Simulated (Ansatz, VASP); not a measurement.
# MgBe2Te2S: VASP beside Ansatz

Wanted: the spread between two codes on one cell, functional and k mesh. The cell is generated by rule, not measured, and may not be a known phase. The cell is taken from a series of runs on this material, whose earlier steps may have relaxed, scaled, displaced or heated it; both programs get it as it stands.

Method: plane waves, with VASP 6.6.1 beside it; relaxation of cell and atoms at PBEsol, in Ansatz 0.2.0.

The structure was built from a prototype and need not be the compound's stable phase.

## Step 1: The structure

Symmetry: Imm2, No. 44, orthorhombic system. Conventional cell: a = 3.979 Å, b = 3.979 Å, c = 16.880 Å, α = 90.00°, β = 90.00°, γ = 90.00°. Nearest to Be lie 2 S at 2.44 Å and 2 Te at 2.44 Å. Nearest to Be lie 4 Te at 2.44 Å. Nearest to Mg lie 2 Te at 2.44 Å and 2 S at 2.44 Å. Nearest to S lie 2 Be at 2.44 Å and 2 Mg at 2.44 Å. Nearest to Te lie 4 Be at 2.44 Å. Te has 2 Be at 2.44 Å and 2 Mg at 2.44 Å nearest. Farther neighbours and most contacts between anions are not listed.

## Step 2: VASP: relaxation of cell and atoms, PBEsol, pair 1

The relaxed volume is the usual yardstick between codes: in a stiff, nearly cubic crystal its relative difference is about their pressure difference at one cell divided by the bulk modulus.

Lines of VASP's logs that name or quote its potential files are left out, and so is its time.

INCAR

```
SYSTEM = MgBe2Te2S
PREC = Accurate
ENCUT = 600
EDIFF = 1E-07
NELM = 120
ISMEAR = 0
SIGMA = 0.1
LREAL = .FALSE.
ALGO = Normal
GGA = PS
NBANDS = 18
LORBIT = 11
LWAVE = .FALSE.
LCHARG = .FALSE.
ISIF = 3
IBRION = 2
NSW = 80
EDIFFG = -0.005
LASPH = .TRUE.
GGA_COMPAT = .FALSE.
NELMIN = 4
EFERMI = MIDGAP
KPAR = 2
```

POSCAR

```
MgBe2Te2S
1.0
    2.8133300000      2.8133300000      0.0000000000
   -2.8133300000      2.8133300000      0.0000000000
    2.8133300000      0.0000000000      8.4400000000
Be Mg S Te
2 1 1 2
Direct
    0.3333334716      0.6666665284      0.3333330569
    0.6666665284      0.3333334716      0.6666669431
    0.0000000000      0.0000000000      0.0000000000
    0.4166665284      0.0833334716      0.1666669431
    0.7500000000      0.7500000000      0.5000000000
    0.0833334716      0.4166665284      0.8333330569
```

KPOINTS

```
Automatic mesh
0
Gamma
6 6 6
0 0 0
```

Potentials, in the order of the species: Be, Mg, S and Te (PBE family, release 64).

Started as:

```sh
> mpirun -np 2 vasp_std
```

Numbers of over 12 decimals in the logs are rounded to 6 here.

What it wrote:

```text
[banner, memory and clock lines left out]
running    2 mpi-ranks, on    1 nodes
 distrk:  each k-point on    1 cores,    2 groups
 distr:  one band on    1 cores,    1 groups

 POSCAR found type information on POSCAR BeMgS Te
 POSCAR found :  4 types and       6 ions
|                                                                             |
|               ----> ADVICE to this user running VASP <----                  |
|                                                                             |
|     You enforced a specific xc type in the INCAR file but a different       |
|     [... a line on the potential file left out ...]
|     I HOPE YOU KNOW WHAT YOU ARE DOING!                                     |
|                                                                             |

 LDA part: xc-table for (Slater+PW92), standard interpolation
 POSCAR, INCAR and KPOINTS ok, starting setup
 FFT: planning ... GRIDC
 FFT: planning ... GRID_SOFT
 FFT: planning ... GRID
 WAVECAR not read
 entering main loop
       N       E                     dE             d eps       ncg     rms          rms(c)
DAV:   1     0.102753665756E+03    0.10275E+03   -0.99912E+03  1656   0.121E+03
DAV:   2    -0.156653205205E+02   -0.11842E+03   -0.11455E+03  2156   0.173E+02
DAV:   3    -0.243860844472E+02   -0.87208E+01   -0.86928E+01  2126   0.559E+01
DAV:   4    -0.245462031560E+02   -0.16012E+00   -0.15999E+00  2458   0.844E+00
DAV:   5    -0.245489850338E+02   -0.27819E-02   -0.27816E-02  2354   0.975E-01    0.651E+00
DAV:   6    -0.240780913751E+02    0.47089E+00   -0.73537E-01  2160   0.422E+00    0.452E+00
DAV:   7    -0.240023949607E+02    0.75696E-01   -0.53281E-01  2116   0.343E+00    0.162E+00
DAV:   8    -0.239952142711E+02    0.71807E-02   -0.50820E-02  2174   0.131E+00    0.453E-01
DAV:   9    -0.239962696238E+02   -0.10554E-02   -0.99113E-03  1988   0.613E-01    0.127E-01
DAV:  10    -0.239963929980E+02   -0.12337E-03   -0.45806E-04  2468   0.126E-01    0.805E-02
DAV:  11    -0.239964876562E+02   -0.94658E-04   -0.98913E-05  1878   0.540E-02    0.221E-02
DAV:  12    -0.239965062865E+02   -0.18630E-04   -0.15826E-05  2336   0.256E-02    0.121E-02
DAV:  13    -0.239965093790E+02   -0.30925E-05   -0.45603E-06  1976   0.136E-02    0.382E-03
DAV:  14    -0.239965094658E+02   -0.86786E-07   -0.10795E-06  2212   0.686E-03    0.229E-03
DAV:  15    -0.239965094774E+02   -0.11555E-07   -0.99202E-08  1510   0.179E-03
   1 F= -.23996509E+02 E0= -.23996509E+02  d E =-.239965E+02
[... from here on, the cycles between the ionic steps are left out ...]
   2 F= -.24603767E+02 E0= -.24603767E+02  d E =-.607258E+00
   5 F= -.24924736E+02 E0= -.24924736E+02  d E =-.319602E+00
   6 F= -.24957557E+02 E0= -.24957557E+02  d E =-.328208E-01
   7 F= -.24961777E+02 E0= -.24961777E+02  d E =-.370408E-01
   8 F= -.24964512E+02 E0= -.24964512E+02  d E =-.273531E-02
   9 F= -.24964621E+02 E0= -.24964621E+02  d E =-.284413E-02
  10 F= -.24965057E+02 E0= -.24965057E+02  d E =-.436116E-03
  11 F= -.24965077E+02 E0= -.24965077E+02  d E =-.455660E-03
  12 F= -.24965136E+02 E0= -.24965136E+02  d E =-.598526E-04
  13 F= -.24965145E+02 E0= -.24965145E+02  d E =-.682812E-04
 curvature:  -1.23 expect dE=-0.163E-04 dE for cont linesearch -0.439E-07
 trial: gam= 0.17402 g(F)=  0.550E-05 g(S)=  0.776E-05 ort = 0.159E-05 (trialstep = 0.155E+01)
 search vector abs. value=  0.160E-04
 bond charge predicted
       N       E                     dE             d eps       ncg     rms          rms(c)
DAV:   1    -0.249651695791E+02   -0.24771E-04   -0.10638E-03  1680   0.165E-01    0.279E-02
DAV:   2    -0.249651591837E+02    0.10395E-04   -0.53244E-05  2324   0.436E-02    0.110E-02
DAV:   3    -0.249651546582E+02    0.45255E-05   -0.67730E-06  2252   0.138E-02    0.639E-03
DAV:   4    -0.249651532585E+02    0.13997E-05   -0.20090E-06  2356   0.737E-03    0.225E-03
DAV:   5    -0.249651530452E+02    0.21331E-06   -0.35110E-07  1914   0.316E-03    0.115E-03
DAV:   6    -0.249651530431E+02    0.20586E-08   -0.26290E-08  1018   0.101E-03
  14 F= -.24965153E+02 E0= -.24965153E+02  d E =-.817125E-05
 trial-energy change:   -0.000008  1 .order   -0.000008   -0.000021    0.000004
 step:   1.3000(harm=  1.3000)  dis= 0.00043  next Energy=   -24.965154 (dE=-0.880E-05)
 reached required accuracy - stopping structural energy minimisation
```

From OUTCAR (step 2):

```text
ion  position               nearest neighbor table
   1  0.333  0.667  0.333-   4 2.44   4 2.44   5 2.44   5 2.44
   2  0.667  0.333  0.667-   6 2.44   6 2.44   5 2.44   5 2.44
   3  0.000  0.000  0.000-   4 2.44   6 2.44   6 2.44   4 2.44
   4  0.417  0.083  0.167-   1 2.44   1 2.44   3 2.44   3 2.44
   5  0.750  0.750  0.500-   1 2.44   2 2.44   1 2.44   2 2.44
   6  0.083  0.417  0.833-   2 2.44   2 2.44   3 2.44   3 2.44

  LATTYP: Found a body centered tetragonal cell.
 ALAT       =     3.9786494414
 C/A-ratio  =     4.2426457140

 Subroutine GETGRP returns: Found  4 space group operations
 (whereof  4 operations were pure point group operations)

The static configuration has the point symmetry C_2v.

 Found     46 irreducible k-points:

   k-points           NKPTS =     46   k-points in BZ     NKDIM =     46   number of bands    NBANDS=     18

   dimension x,y,z NGX =    32 NGY =   32 NGZ =   72
   dimension x,y,z NGXF=    64 NGYF=   64 NGZF=  144

   ENCUT  =  600.0 eV  44.10 Ry    6.64 a.u.   7.95  7.95 17.77*2*pi/ulx,y,z

   NELECT =      24.0000    total number of electrons

 k-points in reciprocal lattice and weights: Automatic mesh
   0.00000000  0.00000000  0.00000000       0.005
   0.16666667  0.00000000  0.00000000       0.019
   0.00000000 -0.16666667  0.00000000       0.019
   0.33333333  0.00000000  0.00000000       0.019
   0.00000000 -0.33333333  0.00000000       0.019
   0.50000000  0.00000000  0.00000000       0.009
   0.00000000  0.50000000 -0.00000000       0.009
   0.16666667  0.16666667  0.00000000       0.019
   0.33333333  0.16666667  0.00000000       0.037
[...]
-0.16666667  0.16666667  0.33333333       0.019
   0.00000000  0.00000000  0.50000000       0.005

 average (electrostatic) potential at core
       1 -35.9402       2 -35.5326       3 -36.8285       4 -87.0862       5 -89.1926
       6 -88.9386

 E-fermi :   5.2390

 k-point     1 :       0.0000    0.0000    0.0000
  band No.  band energies     occupation
    ...
      8       2.3124      2.00000
      9       2.7020      2.00000
     10       3.6143      2.00000
     11       3.8857      2.00000
     12       4.5301      2.00000
     13       5.9478      0.00000
     14       6.8558      0.00000
     15       7.2535      0.00000
     16       7.7262      0.00000
     17       8.2294      0.00000
    ...

 k-point     2 :       0.1667    0.0000    0.0000
  band No.  band energies     occupation
    ...
      8       1.8232      2.00000
      9       2.6815      2.00000
     10       2.8420      2.00000
     11       3.3584      2.00000
     12       4.5192      2.00000
     13       6.3385      0.00000
     14       7.4174      0.00000
     15       8.1385      0.00000
     16       8.4434      0.00000
     17       8.7966      0.00000
    ...

 k-point     3 :       0.0000   -0.1667    0.0000
  band No.  band energies     occupation
    ...
      8       1.9966      2.00000
      9       2.4577      2.00000
     10       2.9903      2.00000
     11       3.5995      2.00000
     12       3.8077      2.00000
     13       6.5133      0.00000
     14       7.3852      0.00000
     15       7.6912      0.00000
     16       8.3046      0.00000
     17       8.7818      0.00000
    ...

  Total       -0.0038702     -0.0038702     -0.0006728      0.0072431      0.0000000      0.0000000
  in kB       -0.0462880     -0.0462880     -0.0080468      0.0866286      0.0000000      0.0000000
  external PRESSURE =      -0.0335409 kB  Pullay stress =       0.0000000 kB

  energy-cutoff  :      600.00
  volume of cell :      133.96
      direct lattice vectors                 reciprocal lattice vectors
     2.825888318  2.825888318 -0.000000000     0.176935513  0.176935513 -0.058373089
    -2.767136867  2.767136867  0.000000000    -0.180692183  0.180692183  0.058373089
     2.796512593  0.029375726  8.565590931     0.000000000 -0.000000000  0.116746178

 POSITION                                       TOTAL-FORCE (eV/Angst)
 -----------------------------------------------------------------------------------
      0.02938      2.79651      2.75618         0.000000     -0.000000      0.002259
      2.82589      2.82589      5.57888         0.000000      0.000000     -0.002770
      2.82589      2.82589      0.28211         0.000000      0.000000     -0.001557
      1.41294      1.41294      1.70183        -0.000000      0.000000     -0.001145
      1.44232      4.20946      4.15241        -0.000000     -0.000000      0.003287
      1.41294      1.41294      6.94257        -0.000000      0.000000     -0.000074
 -----------------------------------------------------------------------------------
    total drift:                                0.000001     -0.000000     -0.000046

  FREE ENERGIE OF THE ION-ELECTRON SYSTEM (eV)
  ---------------------------------------------------
  free  energy   TOTEN  =       -24.9651530431 eV

  energy  without entropy=      -24.9651530431  energy(sigma->0) =      -24.96515304

 reached required accuracy - stopping structural energy minimisation

 total charge
# of ion       s       p       d       tot
------------------------------------------
    1        0.353   0.533   0.000   0.886
    2        0.372   0.579   0.000   0.951
    3        0.175   0.148   0.033   0.357
    4        1.306   2.447   0.000   3.753
    5        1.334   2.150   0.033   3.517
    6        1.335   2.175   0.023   3.533
--------------------------------------------------
tot          4.875   8.032   0.089  12.996

[... 3 further parts left out ...]
```

The run keeps the 4 symmetry operations of its start, so it cannot find a distortion of lower symmetry.

(Part 1 of 3 ends here.)

[Lines on the potential files, build, host, timing and source positions are cut from VASP's logs without a mark.]

[Logs are printed without paths, hosts, clocks, repeated set-up lines and the standing remarks that a program may print on its own settings, such as how far it seeks lower states.]

[Hosts, paths, dates, database ids (printed as entryN), source tags and the programs' standing remarks are cut or masked in the printed files.]
